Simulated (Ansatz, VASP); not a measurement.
# Te (Tellurium): VASP beside Ansatz, part 2 of 2

Wanted: the spread between two codes on one cell, functional and k mesh. The cell is taken from a series of runs on this material, whose earlier steps may have relaxed, scaled, displaced or heated it; both programs get it as it stands.

VASP 6.6.1 and Ansatz 0.2.0.

So far: Set-up; Ansatz: zone-centre phonons, PBEsol.

## Step 3: VASP: zone-centre phonons, PBEsol

Level of this step: PBEsol; plane waves and PAW (Te) (VASP).

The same cell, functional, mesh and smearing now go to VASP, with its own data sets.

Lines of VASP's logs that name or quote its potential files are left out, and so is its time.

Contents of INCAR:

```
SYSTEM = Te
PREC = Accurate
ENCUT = 500
EDIFF = 1E-08
NELM = 120
ISMEAR = 1
SIGMA = 0.2
LREAL = .FALSE.
ALGO = Normal
GGA = PS
NBANDS = 15
LORBIT = 11
LWAVE = .FALSE.
LCHARG = .FALSE.
ISIF = 2
IBRION = 8
LASPH = .TRUE.
GGA_COMPAT = .FALSE.
KPAR = 2
```

Contents of POSCAR:

```
Te
1.0
    4.1436848351      0.0000000000      0.0000000000
   -2.0718424176      3.5885363325      0.0000000000
    0.0000000000      0.0000000000      6.1386626162
Te
3
Direct
    0.2911844348      0.0000000000      0.3333333333
    0.0000000000      0.2911844348      0.6666666667
    0.7088155652      0.7088155652      0.0000000000
```

Contents of KPOINTS:

```
Automatic mesh
0
Gamma
12 12 8
0 0 0
```

The projector-augmented-wave data sets are Te (PBE family, release 64).

Run with:

```console
> mpirun -np 2 vasp_std
```

Numbers of over 12 decimals in the logs are rounded to 6 here.

Log:

```text
[banner, memory and clock lines left out]
running    2 mpi-ranks, on    1 nodes
 distrk:  each k-point on    1 cores,    2 groups
 distr:  one band on    1 cores,    1 groups

 POSCAR found type information on POSCAR Te
 POSCAR found :  1 types and       3 ions
|                                                                             |
|               ----> ADVICE to this user running VASP <----                  |
|                                                                             |
|     You enforced a specific xc type in the INCAR file but a different       |
|     [... a line on the potential file left out ...]
|     I HOPE YOU KNOW WHAT YOU ARE DOING!                                     |
|                                                                             |

 LDA part: xc-table for (Slater+PW92), standard interpolation
 POSCAR, INCAR and KPOINTS ok, starting setup
 FFT: planning ... GRIDC
 FFT: planning ... GRID_SOFT
 FFT: planning ... GRID
 WAVECAR not read
 entering main loop
       N       E                     dE             d eps       ncg     rms          rms(c)
DAV:   1     0.714944858875E+02    0.71494E+02   -0.65356E+03  3930   0.943E+02
DAV:   2    -0.606557379116E+01   -0.77560E+02   -0.73947E+02  5347   0.141E+02
DAV:   3    -0.104801286541E+02   -0.44146E+01   -0.43883E+01  4665   0.382E+01
DAV:   4    -0.105504361875E+02   -0.70308E-01   -0.70297E-01  5598   0.570E+00
DAV:   5    -0.105515549355E+02   -0.11187E-02   -0.11187E-02  5052   0.634E-01    0.142E+01
DAV:   6    -0.105389602792E+02    0.12595E-01   -0.90374E-03  5029   0.579E-01    0.881E+00
DAV:   7    -0.105347026268E+02    0.42577E-02   -0.18443E-02  4574   0.818E-01    0.214E-01
DAV:   8    -0.105344415896E+02    0.26104E-03   -0.29259E-03  4469   0.313E-01    0.105E-01
DAV:   9    -0.105344512030E+02   -0.96134E-05   -0.82115E-05  5666   0.616E-02    0.681E-02
DAV:  10    -0.105344502549E+02    0.94810E-06   -0.67670E-06  4786   0.169E-02    0.708E-03
DAV:  11    -0.105344493935E+02    0.86138E-06   -0.18014E-06  5022   0.798E-03    0.295E-03
DAV:  12    -0.105344494674E+02   -0.73922E-07   -0.18824E-07  5169   0.261E-03    0.140E-03
DAV:  13    -0.105344494422E+02    0.25202E-07   -0.29634E-08  4807   0.111E-03    0.564E-04
DAV:  14    -0.105344494453E+02   -0.30739E-08   -0.12984E-09  2756   0.234E-04
   1 F= -.10534449E+02 E0= -.10536354E+02  d E =0.571454E-02
 Linear response reoptimize wavefunctions to high precision
DAV:   1    -0.105344494454E+02   -0.60595E-10   -0.67513E-10  3925   0.164E-04
 Linear response DOF=           3
 Linear response progress:
  Degree of freedom:   1/  3
       N       E                     dE             d eps       ncg     rms          rms(c)
RMM:   1    -0.448651719126E-01   -0.44865E-01    0.34532E-02 21758   0.104E+00
RMM:   2    -0.435142635246E-01    0.13509E-02   -0.22739E-03 14997   0.274E-01    0.911E-02
RMM:   3    -0.434491977460E-01    0.65066E-04   -0.78514E-05 15860   0.562E-02    0.638E-02
RMM:   4    -0.433957335075E-01    0.53464E-04   -0.21522E-05 16161   0.241E-02    0.130E-02
RMM:   5    -0.434021955749E-01   -0.64621E-05   -0.62346E-07 16343   0.514E-03    0.634E-03
RMM:   6    -0.434111356926E-01   -0.89401E-05   -0.26498E-07 16094   0.239E-03    0.121E-03
RMM:   7    -0.434102011122E-01    0.93458E-06    0.10517E-07 16570   0.606E-04    0.426E-04
RMM:   8    -0.434091761644E-01    0.10249E-05    0.18105E-07 16186   0.226E-04    0.115E-04
RMM:   9    -0.434092568726E-01   -0.80708E-07   -0.12923E-07 17053   0.580E-05    0.599E-05
RMM:  10    -0.434092981185E-01   -0.41246E-07   -0.23763E-08 16748   0.248E-05    0.245E-05
RMM:  11    -0.434092790895E-01    0.19029E-07    0.73869E-09 17039   0.140E-05    0.994E-06
RMM:  12    -0.434092842313E-01   -0.51417E-08   -0.66488E-09 15679   0.862E-06    0.353E-06
 first order change of Fermi-energy   0.27816E+00
 force on displaced ion       1 direction 1 :  -2.237   0.000   0.000
 Linear response progress:
  Degree of freedom:   2/  3
       N       E                     dE             d eps       ncg     rms          rms(c)
RMM:   1    -0.457993018911E-01   -0.45799E-01    0.29352E-02 39834   0.104E+00
RMM:   2    -0.445260833626E-01    0.12732E-02   -0.23207E-03 27330   0.272E-01    0.727E-02
RMM:   3    -0.444033382312E-01    0.12275E-03   -0.97371E-05 28677   0.585E-02    0.493E-02
RMM:   4    -0.443310118067E-01    0.72326E-04   -0.32695E-05 29145   0.271E-02    0.139E-02
RMM:   5    -0.443413866188E-01   -0.10375E-04   -0.13984E-06 29563   0.623E-03    0.727E-03
RMM:   6    -0.443540361854E-01   -0.12650E-04   -0.25587E-07 29601   0.215E-03    0.108E-03
RMM:   7    -0.443541197438E-01   -0.83558E-07    0.11493E-07 30363   0.450E-04    0.495E-04
RMM:   8    -0.443534594055E-01    0.66034E-06    0.10845E-07 30080   0.185E-04    0.124E-04
RMM:   9    -0.443535783338E-01   -0.11893E-06   -0.11711E-07 30915   0.499E-05    0.223E-05
RMM:  10    -0.443535571132E-01    0.21221E-07   -0.29246E-08 30601   0.225E-05    0.124E-05
RMM:  11    -0.443535679476E-01   -0.10834E-07   -0.25789E-08 31045   0.118E-05    0.164E-06
RMM:  12    -0.443535695643E-01   -0.16167E-08   -0.56585E-09 25479   0.861E-06    0.109E-06
 first order change of Fermi-energy   0.61152E-04
 force on displaced ion       1 direction 2 :  -0.001  -2.052  -0.302
 Linear response progress:
  Degree of freedom:   3/  3
       N       E                     dE             d eps       ncg     rms          rms(c)
RMM:   1    -0.591761879526E-01   -0.59176E-01    0.47889E-02 42739   0.108E+00
RMM:   2    -0.562719858294E-01    0.29042E-02   -0.30479E-03 27542   0.304E-01    0.283E-01
RMM:   3    -0.559765399566E-01    0.29545E-03   -0.67978E-04 28619   0.104E-01    0.197E-01
RMM:   4    -0.559524011292E-01    0.24139E-04   -0.18982E-05 28965   0.254E-02    0.101E-01
RMM:   5    -0.559626615073E-01   -0.10260E-04   -0.63777E-06 29631   0.143E-02    0.414E-03
RMM:   6    -0.559644977991E-01   -0.18363E-05    0.23868E-08 29887   0.278E-03    0.261E-03
RMM:   7    -0.559672632653E-01   -0.27655E-05   -0.12931E-07 29465   0.127E-03    0.466E-04
RMM:   8    -0.559673433896E-01   -0.80124E-07    0.94662E-08 30534   0.308E-04    0.251E-04
RMM:   9    -0.559676278743E-01   -0.28448E-06   -0.89574E-08 29449   0.141E-04    0.427E-05
RMM:  10    -0.559677239498E-01   -0.96075E-07   -0.12884E-07 31766   0.394E-05    0.125E-05
RMM:  11    -0.559677413784E-01   -0.17429E-07    0.78599E-09 30711   0.172E-05    0.411E-06
RMM:  12    -0.559677359427E-01    0.54357E-08    0.59270E-09 30462   0.105E-05    0.162E-06
 first order change of Fermi-energy   0.32424E-04
 force on displaced ion       1 direction 3 :  -0.001  -0.304  -4.570
 Linear response finished
```

Parts of OUTCAR (step 3):

```text
ion  position               nearest neighbor table
   1  0.291  0.000  0.333-   3 2.92   2 2.92   3 3.27   3 3.27   2 3.27   2 3.27
   2  0.000  0.291  0.667-   3 2.92   1 2.92   3 3.27   3 3.27   1 3.27   1 3.27
   3  0.709  0.709  0.000-   1 2.92   2 2.92   2 3.27   1 3.27   1 3.27   2 3.27

  LATTYP: Found a hexagonal cell.
 ALAT       =     4.1436848351
 C/A-ratio  =     1.4814501731

 Subroutine GETGRP returns: Found  6 space group operations
 (whereof  2 operations were pure point group operations)

The static configuration has the point symmetry C_2 .
 The point group associated with its full space group is D_3 .

 Found    131 irreducible k-points:

   k-points           NKPTS =    131   k-points in BZ     NKDIM =    131   number of bands    NBANDS=     15

   dimension x,y,z NGX =    30 NGY =   30 NGZ =   48
   dimension x,y,z NGXF=    60 NGYF=   60 NGZF=   96

   ENCUT  =  500.0 eV  36.75 Ry    6.06 a.u.   7.55  7.55 11.19*2*pi/ulx,y,z

   NELECT =      18.0000    total number of electrons

 k-points in reciprocal lattice and weights: Automatic mesh
   0.00000000  0.00000000  0.00000000       0.001
   0.08333333  0.00000000  0.00000000       0.005
   0.16666667  0.00000000  0.00000000       0.005
   0.25000000  0.00000000  0.00000000       0.005
   0.33333333 -0.00000000  0.00000000       0.005
   0.41666667  0.00000000  0.00000000       0.005
   0.50000000  0.00000000  0.00000000       0.003
   0.08333333  0.08333333  0.00000000       0.005
   0.16666667  0.08333333  0.00000000       0.010
[...]
0.33333333  0.25000000  0.50000000       0.010
   0.33333333  0.33333333  0.50000000       0.002

 average (electrostatic) potential at core
       1 -87.6674       2 -87.6674       3 -87.6674

  Total        1.2307829      1.2307829      0.0579807     -0.0000000     -0.0000000      0.0000000
  in kB       21.6030079     21.6030079      1.0176918     -0.0000000     -0.0000000      0.0000000
  external PRESSURE =      14.7412358 kB  Pullay stress =       0.0000000 kB

  energy-cutoff  :      500.00
  volume of cell :       91.28
      direct lattice vectors                 reciprocal lattice vectors
     4.143684835  0.000000000  0.000000000     0.241331095  0.139332573  0.000000000
    -2.071842418  3.588536332  0.000000000     0.000000000  0.278665146  0.000000000
     0.000000000  0.000000000  6.138662616     0.000000000  0.000000000  0.162901932

 POSITION                                       TOTAL-FORCE (eV/Angst)
 -----------------------------------------------------------------------------------
      1.20658      0.00000      2.04622         0.013024     -0.000000      0.000000
     -0.60329      1.04493      4.09244        -0.006512      0.011279     -0.000000
      1.46855      2.54361      0.00000        -0.006512     -0.011279      0.000000
 -----------------------------------------------------------------------------------
    total drift:                                0.000000     -0.000000      0.000000

 Eigenvectors and eigenvalues of the dynamical matrix
 ----------------------------------------------------

   1 f  =    3.649684 THz    22.931644 2PiTHz  121.740371 cm-1    15.093875 meV
             X         Y         Z           dx          dy          dz
      1.206577  0.000000  2.046221    -0.087918   -0.005457   -0.049999
     -0.603288  1.044926  4.092442     0.039224    0.078863   -0.672487
      1.468554  2.543610  0.000000     0.048677   -0.073405    0.722486

   2 f  =    3.649684 THz    22.931644 2PiTHz  121.740371 cm-1    15.093875 meV
             X         Y         Z           dx          dy          dz
      1.206577  0.000000  2.046221     0.005458   -0.087906   -0.805388
     -0.603288  1.044926  4.092442    -0.078863    0.039235    0.445995
      1.468554  2.543610  0.000000     0.073406    0.048688    0.359394

   3 f  =    2.741317 THz    17.224202 2PiTHz   91.440489 cm-1    11.337171 meV
             X         Y         Z           dx          dy          dz
      1.206577  0.000000  2.046221     0.577350   -0.000000    0.000000
     -0.603288  1.044926  4.092442    -0.288675    0.500000   -0.000000
      1.468554  2.543610  0.000000    -0.288675   -0.500000   -0.000000

   4 f  =    2.539002 THz    15.953023 2PiTHz   84.692005 cm-1    10.500466 meV
             X         Y         Z           dx          dy          dz
      1.206577  0.000000  2.046221    -0.000000    0.577350    0.000016
     -0.603288  1.044926  4.092442    -0.500000   -0.288675    0.000016
      1.468554  2.543610  0.000000     0.500000   -0.288675    0.000016

   5 f  =    2.270333 THz    14.264925 2PiTHz   75.730169 cm-1     9.389340 meV
             X         Y         Z           dx          dy          dz
      1.206577  0.000000  2.046221     0.450459   -0.350174    0.076427
     -0.603288  1.044926  4.092442    -0.528582   -0.215249   -0.123399
      1.468554  2.543610  0.000000     0.077787    0.565162    0.046972

   6 f  =    2.270333 THz    14.264925 2PiTHz   75.730169 cm-1     9.389340 meV
             X         Y         Z           dx          dy          dz
      1.206577  0.000000  2.046221    -0.350001   -0.450682    0.098364
     -0.603288  1.044926  4.092442    -0.215075    0.528358    0.017006
      1.468554  2.543610  0.000000     0.565336   -0.078011   -0.115370

   7 f/i=    0.000069 THz     0.000433 2PiTHz    0.002297 cm-1     0.000285 meV
             X         Y         Z           dx          dy          dz
      1.206577  0.000000  2.046221     0.000000   -0.000016    0.577350
     -0.603288  1.044926  4.092442     0.000014    0.000008    0.577350
      1.468554  2.543610  0.000000    -0.000014    0.000008    0.577350

   8 f/i=    0.000558 THz     0.003504 2PiTHz    0.018602 cm-1     0.002306 meV
             X         Y         Z           dx          dy          dz
      1.206577  0.000000  2.046221     0.436090   -0.378393   -0.000025
     -0.603288  1.044926  4.092442     0.436011   -0.378621   -0.000013
      1.468554  2.543610  0.000000     0.435854   -0.378439    0.000038

   9 f/i=    0.000558 THz     0.003504 2PiTHz    0.018602 cm-1     0.002306 meV
             X         Y         Z           dx          dy          dz
      1.206577  0.000000  2.046221    -0.378575   -0.435880   -0.000029
     -0.603288  1.044926  4.092442    -0.378348   -0.435959    0.000037
      1.468554  2.543610  0.000000    -0.378530   -0.436116   -0.000007

 ELASTIC MODULI CONTR FROM IONIC RELAXATION (kBar)
 Direction    XX          YY          ZZ          XY          YZ          ZX
 --------------------------------------------------------------------------------
 XX        -155.9328    -39.7187   -131.2629      0.0000    -89.9689      0.0000
 YY         -39.7187   -155.9328   -131.2629      0.0000     89.9689     -0.0000
 ZZ        -131.2629   -131.2629   -176.1292      0.0000     -0.0000      0.0000
 XY           0.0000      0.0000      0.0000    -58.3535     -0.0000    -88.7037
 YZ         -89.9689     89.9689      0.0000     -0.0000   -150.1194      0.0000
 ZX           0.0000     -0.0000      0.0000    -88.7037      0.0000   -144.9488
 --------------------------------------------------------------------------------
```

## Step 4: Comparison

Known differences besides the potentials themselves: the data sets hold 48 valence electrons in Ansatz (on its PAW soft_1 files) and 18 in VASP; the cutoff is 420 eV in Ansatz and 500 eV in VASP; Ansatz makes its cores anew for this functional, VASP keeps those of its PBE data sets. Total energies have different zeros and are not compared.

The two programs side by side:

| quantity | Ansatz | VASP | difference |
| --- | --- | --- | --- |
| optical mode 1 to 2 (cm⁻¹) | 74.9 | 75.7 | -1.06 % |
| optical mode 3 (cm⁻¹) | 84.2 | 84.7 | -0.57 % |
| optical mode 4 (cm⁻¹) | 90.1 | 91.4 | -1.51 % |
| optical mode 5 to 6 (cm⁻¹) | 120.1 | 121.7 | -1.35 % |

Modes are paired by rising frequency, not by their patterns, so a pair may set unlike modes beside each other; they are those without the splitting of longitudinal modes.

## Step 5: What came out

```json
{
 "r.m.s. difference of the optical zone-centre modes, each program's sorted by frequency (zone-centre phonons, PBEsol)": "1.2 cm⁻¹",
 "difference in optical mode 4 (zone-centre phonons, PBEsol)": "-1.5 %"
}
```

In words: The r.m.s. difference of the optical zone-centre modes, each program's sorted by frequency is 1.2 cm⁻¹ (zone-centre phonons, PBEsol). The data sets hold unlike numbers of valence electrons (48 in Ansatz and 18 in VASP), so part of the differences comes from the potentials. Among the rows given in per cent, the largest difference of the zone-centre phonons, PBEsol pair is in optical mode 4, -1.5 %. How closely two codes agree says nothing of how well the functional describes the real material.

[Lines on the potential files, build, host, timing and source positions are cut from VASP's logs without a mark.]

[Logs are printed without paths, hosts, clocks, repeated set-up lines and the standing remarks that a program may print on its own settings, such as how far it seeks lower states.]

[Hosts, paths, dates, database ids (printed as entryN), source tags and the programs' standing remarks are cut or masked in the printed files.]
